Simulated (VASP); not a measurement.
VASP runs on La (dhcp) share one base input (PBE GGA, plane waves, VASP's PBE PAW potentials (set 64)) and change the settings named in each case.

### KPOINTS
```
Automatic mesh
0
Gamma
8 8 3
0 0 0
```

### INCAR
```
ALGO = Normal
EDIFF = 1E-6
ENCUT = 400
GGA = PE
ISIF = 2
ISMEAR = 1
LASPH = .TRUE.
LCHARG = .FALSE.
LMAXMIX = 6
LREAL = .FALSE.
LWAVE = .FALSE.
NELM = 100
PREC = Accurate
SIGMA = 0.1
SYSTEM = La
```

**POSCAR**
```
La
3.84540
  0.5000000000  -0.8660253810   0.0000000000
  0.5000000000   0.8660253810   0.0000000000
  0.0000000000   0.0000000000   3.2254641910
La
4
Cartesian
  0.0000000000   0.0000000000   1.6127320955
  0.0000000000   0.0000000000   0.0000000000
  0.5000000000   0.2886757043   0.8063660477
  0.5000000000  -0.2886757043   2.4190981432
```

POTCAR, in this order: La (PBE.64 set). Program: vasp_std.

```tsv
change	E(σ→0) (eV/atom)	pressure (GPa)	−TS (eV)	electronic steps
base run	-4.8736	-1.57	0.0008	14
ALGO = Fast	-4.8736	-1.58	0.0008	88
ALGO = All	-4.8736	-1.57	0.0008	46
ALGO = Damped (not converged)	-4.4046	-4.32	0.0027	100
ALGO = Conjugate	-4.8736	-1.57	0.0008	46
```

Left out are runs that ran out of time, are held back, or changed the cell or the kind of run, fixed moments of cells without a moment, rows past the twelfth, gaps on odd meshes, pressures of charged cells and columns that move by less than the noise.

The compound is La in the dhcp structure. The cell was not relaxed at this level.
